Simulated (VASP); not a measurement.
Calculation: G0W0 on PBE orbitals, VASP's PBE PAW potentials (set 64) (plane waves; VASP).

VASP ran on this input.

POSCAR:
```
CaO
1
    0.0000000000     2.4050000000     2.4050000000
    2.4050000000     0.0000000000     2.4050000000
    2.4050000000     2.4050000000     0.0000000000
Ca O
1 1
Direct
  0.0000000000   0.0000000000   0.0000000000
  0.5000000000   0.5000000000   0.5000000000
```

KPOINTS:
```
Automatic
0
G
  4 4 4
0 0 0
```

INCAR:
```
# general
SYSTEM       =  CaO
PREC         =  Normal
ENCUT        =  500
LREAL        =  .FALSE.
LASPH        =  .TRUE.
NBANDS       =  64

# electronic loop
ALGO         =  EVGW0

# smearing
ISMEAR       =  0
SIGMA        =  0.01

# functional
GGA          =  PE

# output
LWAVE        =  .FALSE.
LCHARG       =  .FALSE.

# other
NELMGW       =  1
NOMEGA       =  64
ENCUTGW      =  150
NBANDSGW     =  16
LSPECTRALGW  =  .TRUE.
```

POTCAR, in this order: Ca_sv_GW O_GW_new (PBE.64 set). Program: vasp_std. Read from the step before: WAVECAR, WAVEDER.

Output of the run:

File OUTCAR:
```
 ion  position               nearest neighbor table
   1  0.000  0.000  0.000-   2 2.40   2 2.40   2 2.40   2 2.40   2 2.40   2 2.40
   2  0.500  0.500  0.500-   1 2.40   1 2.40   1 2.40   1 2.40   1 2.40   1 2.40
  LATTYP: Found a face centered cubic cell.
 ALAT       =     4.8100000000
 Subroutine PRICEL returns:
 Original cell was already a primitive cell.
 Subroutine GETGRP returns: Found 48 space group operations
The static configuration has the point symmetry O_h .
The dynamic configuration has the point symmetry O_h .
 Subroutine INISYM returns: Found 48 space group operations
 Subroutine IBZKPT returns following result:
 Found      8 irreducible k-points:

 Following reciprocal coordinates:
            Coordinates               Weight
  0.000000  0.000000  0.000000      1.000000
  0.250000  0.000000  0.000000      8.000000
  0.500000  0.000000  0.000000      4.000000
  0.250000  0.250000  0.000000      6.000000
  0.500000  0.250000  0.000000     24.000000
 -0.250000  0.250000  0.000000     12.000000
  0.500000  0.500000  0.000000      3.000000
 -0.250000  0.500000  0.250000      6.000000
 Subroutine IBZKPT_HF returns following result:
   k-points           NKPTS =      8   k-points in BZ     NKDIM =     64   number of bands    NBANDS=     64
   number of dos      NEDOS =    301   number of ions     NIONS =      2
   total plane-waves  NPLWV =   8000
   dimension x,y,z NGX =    20 NGY =   20 NGZ =   20
   dimension x,y,z NGXF=    40 NGYF=   40 NGZF=   40
   ions per type =               1   1
   PREC   = normal    normal or accurate (medium, high low for compatibility)
   ISTART =      1    job   : 0-new  1-cont  2-samecut
   ICHARG =      0    charge: 1-file 2-atom 10-const
   ISPIN  =      1    spin polarized calculation?
   LNONCOLLINEAR =      F non collinear calculations
   LSORBIT =      F    spin-orbit coupling
   INIWAV =      1    electr: 0-lowe 1-rand  2-diag
   ENCUT  =  500.0 eV  36.75 Ry    6.06 a.u.   6.20  6.20  6.20*2*pi/ulx,y,z
   NELM   =     60;   NELMIN=  2; NELMDL=  0     # of ELM steps
   EDIFF  = 0.1E-03   stopping-criterion for ELM
   LREAL  =      F    real-space projection
   NLSPLINE    = F    spline interpolate recip. space projectors
   LMAXMIX     =    2 max onsite mixed and CHGCAR
   VOSKOWN=      0    Vosko Wilk Nusair interpolation
   EDIFFG = 0.1E-02   stopping-criterion for IOM
   NSW    =      0    number of steps for IOM
   NBLOCK =      1;   KBLOCK =      1    inner block; outer block
   IBRION =     -1    ionic relax: 0-MD 1-quasi-New 2-CG
   NFREE  =      0    steps in history (QN), initial steepest desc. (CG)
   ISIF   =      0    stress and relaxation
   ISYM   =      3    0-nonsym 1-usesym 2-fastsym
   TEIN   =    0.0    initial temperature
   TEBEG  =    0.0;   TEEND  =   0.0 temperature during run
   SMASS  =  -3.00    Nose mass-parameter (am)
   PSTRESS=    0.0 pullay stress
   NELECT =      16.0000    total number of electrons
   EFERMI =   0.00;   METHOD = LEGACY
   ISMEAR =     0;   SIGMA  =   0.01  broadening in eV -4-tet -1-fermi 0-gaus
   IALGO  =     38    algorithm
   LDIAG  =      T    sub-space diagonalisation (order eigenvalues)
   IMIX   =      4    mixing-type and parameters
     AMIX     =   0.40;   BMIX     =  1.00
     AMIX_MAG =   1.60;   BMIX_MAG =  1.00
     AMIN     =   0.10
   GGA     = PE    functional components
   VOSKOWN =     0    Vosko Wilk Nusair interpolation
   LHFCALC =     T    Hartree Fock is set to
   NKREDX  =     1    reduce k-point grid by
   AEXX    =    1.0000 exact exchange contribution
   HFSCREEN=    0.0000 screening length (either q_TF or 0.3 A-1)
   HFRCUT  =    0.0000 spherical cutoff for potential kernel
   AGGAX   =    0.0000 GGA exchange part
   ALDAC   =    0.0000 LDA correlation
   AGGAC   =    0.0000 GGA correlation
...
```

OSZICAR:
```
energies w=
    0.000    0.000    0.979    0.000    1.956    0.000    2.929    0.000
    3.895    0.000    4.854    0.000    5.802    0.000    6.740    0.000
    7.666    0.000    8.580    0.000    9.481    0.000   10.370    0.000
   11.247    0.000   12.111    0.000   12.965    0.000   13.810    0.000
   14.645    0.000   15.473    0.000   16.294    0.000   17.110    0.000
   17.924    0.000   18.736    0.000   19.548    0.000   20.362    0.000
   21.180    0.000   22.004    0.000   22.837    0.000   23.681    0.000
   24.537    0.000   25.410    0.000   26.301    0.000   27.215    0.000
   28.155    0.000   29.123    0.000   30.126    0.000   31.168    0.000
   32.254    0.000   33.390    0.000   34.583    0.000   35.842    0.000
   37.176    0.000   38.595    0.000   40.112    0.000   41.741    0.000
   43.502    0.000   45.413    0.000   47.501    0.000   49.797    0.000
   52.338    0.000   55.172    0.000   58.357    0.000   61.969    0.000
   66.106    0.000   70.897    0.000   76.514    0.000   83.195    0.000
   91.277    0.000  101.251    0.000  113.865    0.000  130.314    0.000
  152.636    0.000  184.609    0.000  234.125    0.000  320.866    0.000
NQ=   1    0.0000    0.0000    0.0000,
 performed         73000 updates of chi_q(r,r)
NQ=   2    0.2500    0.0000    0.0000,
 performed        220000 updates of chi_q(r,r)
NQ=   3    0.5000    0.0000    0.0000,
 performed        330000 updates of chi_q(r,r)
NQ=   4    0.2500    0.2500    0.0000,
 performed        463000 updates of chi_q(r,r)
NQ=   5    0.5000    0.2500    0.0000,
 performed        643000 updates of chi_q(r,r)
NQ=   6   -0.2500    0.2500    0.0000,
 performed        802000 updates of chi_q(r,r)
NQ=   7    0.5000    0.5000    0.0000,
 performed        904000 updates of chi_q(r,r)
NQ=   8   -0.2500    0.5000    0.2500,
 performed       1039000 updates of chi_q(r,r)
 resolving degeneracies of screened two electron integrals
```

OUTCAR:
```


 k-point   1 :       0.0000    0.0000    0.0000
  band No.  KS-energies  QP-energies   sigma(KS)   V_xc(KS)     V^pw_x(r,r')   Z            occupation Imag(sigma)

      1     -32.6257     -34.0358     -22.9000     -20.6319     -34.4126       0.6217       2.0000       0.8809
      2     -13.3927     -15.5958     -23.0640     -20.1564     -28.1158       0.7577       2.0000       0.2718
      3     -13.3927     -15.5958     -23.0640     -20.1564     -28.1158       0.7577       2.0000       0.2718
      4     -13.3927     -15.5958     -23.0640     -20.1564     -28.1158       0.7577       2.0000       0.2718
      5     -10.4826     -12.0643     -21.6233     -19.2016     -30.6765       0.6531       2.0000       0.8467
      6       5.0269       4.2661     -20.1853     -19.1657     -24.5145       0.7462       2.0000       0.1607
      7       5.0269       4.2661     -20.1853     -19.1657     -24.5145       0.7462       2.0000       0.1607
      8       5.0269       4.2661     -20.1853     -19.1657     -24.5145       0.7462       2.0000       0.1607
      9       9.7381      10.4763      -9.9002     -10.8012      -6.1462       0.8193       0.0000      -0.1026
     10      11.2508      13.3349     -11.0108     -13.6209      -6.5613       0.7985       0.0000      -0.1377
     11      11.2508      13.3349     -11.0108     -13.6209      -6.5613       0.7985       0.0000      -0.1377
     12      11.2508      13.3349     -11.0108     -13.6209      -6.5613       0.7985       0.0000      -0.1377
     13      12.7472      15.2579     -12.4249     -15.5758      -7.9884       0.7968       0.0000      -0.1337
     14      12.7472      15.2579     -12.4249     -15.5758      -7.9884       0.7968       0.0000      -0.1337
     15      20.0227      20.3545      -6.3876      -6.7678      -1.4296       0.8725       0.0000      -0.7396
     16      27.3994      30.3826     -10.6287     -14.2747      -5.1529       0.8182       0.0000      -0.9554

 k-point   2 :       0.2500    0.0000    0.0000
  band No.  KS-energies  QP-energies   sigma(KS)   V_xc(KS)     V^pw_x(r,r')   Z            occupation Imag(sigma)

      1     -32.5752     -33.9796     -22.9424     -20.6862     -34.4536       0.6225       2.0000       0.8723
      2     -14.0150     -16.0390     -22.1964     -19.4039     -28.0236       0.7248       2.0000       0.4005
      3     -13.4193     -15.6164     -23.0280     -20.1228     -28.0773       0.7563       2.0000       0.2612
      4     -13.4193     -15.6164     -23.0280     -20.1228     -28.0773       0.7563       2.0000       0.2612
      5      -9.8251     -11.4859     -22.5294     -20.0471     -30.8410       0.6690       2.0000       0.7414
      6       3.5045       2.5228     -17.8787     -16.5593     -21.9902       0.7441       2.0000       0.1868
      7       4.3756       3.5782     -19.3383     -18.2675     -23.6065       0.7448       2.0000       0.1709
      8       4.3756       3.5782     -19.3383     -18.2675     -23.6065       0.7448       2.0000       0.1709
      9      11.2752      13.0550     -10.8538     -13.0830      -6.5575       0.7984       0.0000      -0.1364
     10      11.8708      12.8961     -11.6354     -12.9249      -7.8719       0.7951       0.0000      -0.1221
     11      12.2017      14.4775     -11.6617     -14.5533      -7.0283       0.7870       0.0000      -0.1576
     12      12.2017      14.4775     -11.6617     -14.5533      -7.0283       0.7870       0.0000      -0.1576
     13      13.9909      16.6399     -13.5460     -16.9585      -8.9626       0.7763       0.0000      -0.1573
     14      13.9909      16.6399     -13.5460     -16.9585      -8.9626       0.7763       0.0000      -0.1573
     15      20.9150      22.5484      -9.9679     -12.0049      -4.4720       0.8019       0.0000      -0.7262
     16      24.8662      26.7452      -9.8997     -12.0564      -4.5250       0.8713       0.0000      -0.8767

 k-point   3 :       0.5000    0.0000    0.0000
  band No.  KS-energies  QP-energies   sigma(KS)   V_xc(KS)     V^pw_x(r,r')   Z            occupation Imag(sigma)

      1     -32.5243     -33.9302     -22.9856     -20.7421     -34.4962       0.6267       2.0000       0.8629
      2     -14.4916     -16.4316     -21.6888     -18.9615     -27.8905       0.7113       2.0000       0.4714
      3     -13.4460     -15.6342     -22.9930     -20.0905     -28.0400       0.7539       2.0000       0.2501
      4     -13.4460     -15.6342     -22.9930     -20.0905     -28.0400       0.7539       2.0000       0.2501
      5      -9.3087     -11.0040     -23.1030     -20.6063     -31.0670       0.6790       2.0000       0.6903
      6       2.4063       1.2921     -16.8349     -15.3210     -21.0836       0.7360       2.0000       0.2294
      7       3.8403       3.0092     -18.8167     -17.6888     -23.1258       0.7369       2.0000       0.1854
      8       3.8403       3.0092     -18.8167     -17.6888     -23.1258       0.7369       2.0000       0.1854
      9      12.0722      14.1165     -13.2381     -15.8827      -9.0651       0.7730       0.0000      -0.1540
     10      13.3686      15.9374     -12.7688     -16.1184      -7.8673       0.7669       0.0000      -0.1929
     11      13.3686      15.9374     -12.7688     -16.1184      -7.8673       0.7669       0.0000      -0.1929
     12      13.4875      14.1429      -9.0036      -9.8175      -4.7919       0.8051       0.0000      -0.1531
     13      15.4265      18.3698     -14.6554     -18.5640      -9.6408       0.7531       0.0000      -0.2116
     14      15.4265      18.3698     -14.6554     -18.5640      -9.6408       0.7531       0.0000      -0.2116
     15      19.2411      21.1959     -12.7333     -15.3096      -7.1640       0.7588       0.0000      -0.4929
     16      21.8779      22.7891      -8.5854      -9.6687      -3.7435       0.8412       0.0000      -0.4718

 k-point   4 :       0.2500    0.2500    0.0000
  band No.  KS-energies  QP-energies   sigma(KS)   V_xc(KS)     V^pw_x(r,r')   Z            occupation Imag(sigma)

      1     -32.5594     -33.9665     -22.9576     -20.7033     -34.4668       0.6242       2.0000       0.8759
      2     -13.9018     -15.9695     -22.3362     -19.5061     -27.9724       0.7306       2.0000       0.3653
      3     -13.5051     -15.7120     -22.9448     -20.0218     -28.0183       0.7550       2.0000       0.2873
      4     -13.5051     -15.7120     -22.9448     -20.0218     -28.0183       0.7550       2.0000       0.2873
      5      -9.9609     -11.5757     -22.3692     -19.9118     -30.8681       0.6571       2.0000       0.7464
      6       3.3568       2.3795     -18.1439     -16.8215     -22.4340       0.7390       2.0000       0.1973
      7       4.7281       3.9160     -19.7810     -18.6900     -24.0716       0.7444       2.0000       0.1641
      8       4.7281       3.9160     -19.7810     -18.6900     -24.0716       0.7444       2.0000       0.1641
      9       9.7340      11.3530      -9.9739     -11.9686      -5.8255       0.8116       0.0000      -0.1197
     10      11.6290      12.8708     -10.8643     -12.4047      -6.8218       0.8061       0.0000      -0.1210
     11      13.0783      15.5507     -12.3562     -15.5431      -7.5574       0.7758       0.0000      -0.1797
     12      13.0783      15.5507     -12.3562     -15.5431      -7.5574       0.7758       0.0000      -0.1797
     13      13.2879      15.9280     -12.7314     -16.0713      -8.1741       0.7905       0.0000      -0.1421
     14      15.0326      17.4144     -14.1584     -17.3025      -9.4840       0.7575       0.0000      -0.2024
     15      22.3426      24.1055      -9.7062     -11.8754      -4.0977       0.8127       0.0000      -0.9249
     16      23.8059      25.1556     -10.0029     -11.6495      -4.5780       0.8196       0.0000      -0.6716

 k-point   5 :       0.5000    0.2500    0.0000
  band No.  KS-energies  QP-energies   sigma(KS)   V_xc(KS)     V^pw_x(r,r')   Z            occupation Imag(sigma)

      1     -32.5093     -33.9265     -23.0015     -20.7580     -34.5086       0.6317       2.0000       0.8729
      2     -14.1676     -16.2304     -22.0837     -19.2518     -27.8540       0.7284       2.0000       0.4119
      3     -13.6460     -15.8512     -22.7689     -19.8341     -27.8837       0.7514       2.0000       0.2995
      4     -13.5325     -15.7334     -22.9101     -19.9879     -27.9830       0.7532       2.0000       0.2784
      5      -9.7453     -11.3810     -22.6044     -20.1388     -30.9846       0.6634       2.0000       0.7264
      6       3.2418       2.1931     -17.8858     -16.4713     -22.1094       0.7413       2.0000       0.1968
      7       3.9490       3.0532     -18.8335     -17.6258     -23.0792       0.7417       2.0000       0.1785
      8       4.2326       3.3926     -19.2931     -18.1642     -23.6004       0.7441       2.0000       0.1744
      9      10.3730      12.0292     -10.8622     -12.9307      -6.8106       0.8007       0.0000      -0.1237
     10      12.8676      14.8320     -12.3370     -14.8647      -7.9011       0.7772       0.0000      -0.1661
     11      13.8422      16.3302     -13.1643     -16.3755      -8.4707       0.7748       0.0000      -0.1709
     12      13.8802      16.5743     -12.9382     -16.4658      -7.9224       0.7637       0.0000      -0.2069
     13      14.6582      17.5251     -13.8052     -17.5381      -8.9535       0.7680       0.0000      -0.1794
     14      16.5720      18.5335     -12.4116     -14.9902      -7.3539       0.7607       0.0000      -0.2936
     15      19.3333      20.6705     -10.8617     -12.5562      -5.7105       0.7891       0.0000      -0.4154
     16      21.1508      22.8715     -10.9324     -13.1117      -5.4307       0.7896       0.0000      -0.6250

 k-point   6 :      -0.2500    0.2500    0.0000
  band No.  KS-energies  QP-energies   sigma(KS)   V_xc(KS)     V^pw_x(r,r')   Z            occupation Imag(sigma)

      1     -32.5254     -33.9322     -22.9863     -20.7405     -34.4951       0.6265       2.0000       0.8699
      2     -14.1956     -16.1906     -22.0045     -19.2322     -27.9595       0.7196       2.0000       0.4210
      3     -13.6556     -15.8655     -22.7710     -19.8269     -27.8741       0.7506       2.0000       0.3096
      4     -13.4474     -15.6348     -22.9921     -20.0875     -28.0410       0.7531       2.0000       0.2519
      5      -9.5905     -11.2621     -22.8086     -20.3268     -30.9956       0.6736       2.0000       0.7045
...
```
(Selected blocks of OUTCAR.)

The mesh is coarse and the basis finite, so the quasiparticle values are not converged.

The compound is CaO in the rock salt structure. The cell was not relaxed at this level. The k-mesh is coarse (spacing up to 0.57 per Å, 2π included), so the numbers may not be converged in it.
